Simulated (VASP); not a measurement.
Output of a VASP run:

File OSZICAR:
```
       N       E                     dE             d eps       ncg     rms          rms(c)
DAV:   1     0.529270878446E+03    0.52927E+03   -0.28891E+04  1376   0.168E+03
DAV:   2    -0.135644603923E+02   -0.54284E+03   -0.53035E+03  1464   0.453E+02
DAV:   3    -0.489993832078E+02   -0.35435E+02   -0.34981E+02  1613   0.103E+02
DAV:   4    -0.498390594288E+02   -0.83968E+00   -0.83822E+00  1524   0.165E+01
DAV:   5    -0.498599959212E+02   -0.20936E-01   -0.20925E-01  1570   0.264E+00    0.385E+01
DAV:   6    -0.475326205800E+02    0.23274E+01   -0.14040E+01  1467   0.217E+01    0.172E+01
DAV:   7    -0.473021436262E+02    0.23048E+00   -0.39002E+00  1477   0.911E+00    0.647E+00
DAV:   8    -0.471808559733E+02    0.12129E+00   -0.62277E-01  1584   0.467E+00    0.206E+00
DAV:   9    -0.471832490671E+02   -0.23931E-02   -0.60153E-02  1698   0.127E+00    0.102E+00
DAV:  10    -0.471810405652E+02    0.22085E-02   -0.30365E-02  1523   0.107E+00    0.275E-01
DAV:  11    -0.471808090171E+02    0.23155E-03   -0.44637E-03  1525   0.405E-01    0.149E-01
DAV:  12    -0.471807684200E+02    0.40597E-04   -0.19197E-04  1517   0.929E-02    0.677E-02
DAV:  13    -0.471807792869E+02   -0.10867E-04   -0.13819E-04  1574   0.635E-02    0.256E-02
DAV:  14    -0.471807798124E+02   -0.52552E-06   -0.73749E-06  1471   0.174E-02    0.133E-02
DAV:  15    -0.471807798749E+02   -0.62502E-07   -0.92285E-07  1458   0.515E-03
   1 F= -.49799288E+02 E0= -.49799288E+02  d E =-.497993E+02
```

**OUTCAR**
```
------------------------ aborting loop because EDIFF is reached ----------------------------------------
 Edisp (eV)   -2.61851
  FORCE on cell =-STRESS in cart. coord.  units (eV):
  Direction    XX          YY          ZZ          XY          YZ          ZX
  --------------------------------------------------------------------------------------
  Total      -0.00711    -0.00711     0.04017     0.00000     0.00000     0.00000
  in kB      -0.10916    -0.10916     0.61701     0.00000     0.00000     0.00000
  external pressure =        0.13 kB  Pullay stress =        0.00 kB
  volume of cell :      104.32
      direct lattice vectors                 reciprocal lattice vectors
     1.576937458 -2.731335775  0.000000000     0.317070279 -0.183060613  0.000000000
     1.576937458  2.731335775  0.000000000     0.317070279  0.183060613  0.000000000
     0.000000000  0.000000000 12.109641901     0.000000000  0.000000000  0.082578825
 POSITION                                       TOTAL-FORCE (eV/Angst)
 -----------------------------------------------------------------------------------
      1.57694      0.91045      3.02741         0.000000      0.000000      0.000000
      1.57694     -0.91045      9.08223        -0.000000     -0.000000      0.000000
      1.57694      0.91045     10.65698        -0.000000      0.000000     -0.004138
      1.57694     -0.91045      4.60215         0.000000     -0.000000     -0.004138
      1.57694     -0.91045      1.45267        -0.000000     -0.000000      0.004138
      1.57694      0.91045      7.50749         0.000000      0.000000      0.004138
 -----------------------------------------------------------------------------------
    total drift:                                0.000156      0.001136     -0.000035
  FREE ENERGIE OF THE ION-ELECTRON SYSTEM (eV)
  ---------------------------------------------------
  free  energy   TOTEN  =       -49.7992876404 eV

  energy  without entropy=      -49.7992876404  energy(sigma->0) =      -49.79928764

 reached required accuracy - stopping structural energy minimisation
```
(Selected blocks of OUTCAR.)

POSCAR:
```
WS2
1
    1.5769374579    -2.7313357754     0.0000000000
    1.5769374579     2.7313357754     0.0000000000
    0.0000000000     0.0000000000    12.1096419006
W S
2 4
Direct
  0.3333330000   0.6666670000   0.2500000000
  0.6666670000   0.3333330000   0.7500000000
  0.3333330000   0.6666670000   0.8800405126
  0.6666670000   0.3333330000   0.3800405126
  0.6666670000   0.3333330000   0.1199594874
  0.3333330000   0.6666670000   0.6199594874
```

Problem. Write an INCAR and KPOINTS that could have produced this output.

Solution. One answer among several that fit: the input of the run itself, PBE GGA with D3 dispersion (Becke-Johnson damping), plane waves, VASP's PBE PAW potentials (set 64).

### INCAR
```
SYSTEM = WS2
GGA = PE   # PBE
IVDW = 12
SIGMA = 0.05
LASPH = T   # aspherical one-centre terms
IBRION = 2   # conjugate gradients
ALGO = Normal   # blocked Davidson
LREAL = F   # projection in real space or not
ISMEAR = 0
NSW = 30   # most ionic steps
LWAVE = F
LCHARG = F
ISIF = 4   # ions and shape, fixed volume
PREC = Accurate
LMAXMIX = 6   # l cut-off of mixed one-centre charges
EDIFF = 1E-7   # SCF stop (eV)
NELM = 100   # most electronic steps
EDIFFG = -0.01
ENCUT = 520   # plane-wave cut-off (eV)
```

**KPOINTS**
```
K-points
0
gamma
  8 8 2
0 0 0
```

POTCAR, in this order: W_sv S (PBE.64 set). Program: vasp_std.

The compound is WS2 in the 2H layered structure. It was relaxed first.
